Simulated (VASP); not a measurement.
P2S, 6 atoms in the cell. The structure is tetragonal, space group P4_2/nmc (No. 137). The conventional cell has a = 3.329 Å, b = 3.329 Å, c = 9.199 Å, α = 90.00°, β = 90.00°, γ = 90.00°. P (site symmetry 2mm) is surrounded by 2 S at 2.46 Å and 4 P at 2.55 Å. Around S (site symmetry -4m2) lie 4 P at 2.46 Å. The cell was built by a generator and needn't be a form met in nature.

- Program: VASP 6.6.1
- Task: relaxation of cell and atoms
- Functional: PBE
- Potentials or basis: VASP PAW PBE potentials, release 64 (P, S)
- Cutoff: 600 eV
- k mesh: 6 × 6 × 3
- Occupations: fermi-dirac, width 0.05 eV
- Spin: no spin polarisation
- Target pressure: 20 GPa
- Further INCAR settings: ALGO = Normal; EDIFF = 1e-06; IBRION = 2; EDIFFG = -0.01; NSW = 60; ISIF = 3
- Target pressure: 20 GPa

Potentials or basis: VASP PAW PBE potentials, release 64 (P, S).

Command:

```sh
$ cat potpaw_PBE.64/P/POTCAR potpaw_PBE.64/S/POTCAR > POTCAR
$ mpirun -np 1 vasp_std > vasp.out
```

Hardware: 1 thread of AMD EPYC 9R45 96-Core Processor (Zen 5), with other jobs on the host.

Problem. How long does it take, and how much memory?

Solution. It took 6.2 min on 1 thread of AMD EPYC 9R45 96-Core Processor (Zen 5), with other jobs on the host, peak memory 0.22 GiB. Counts: scf iterations 189, k points 20, ion steps 29.
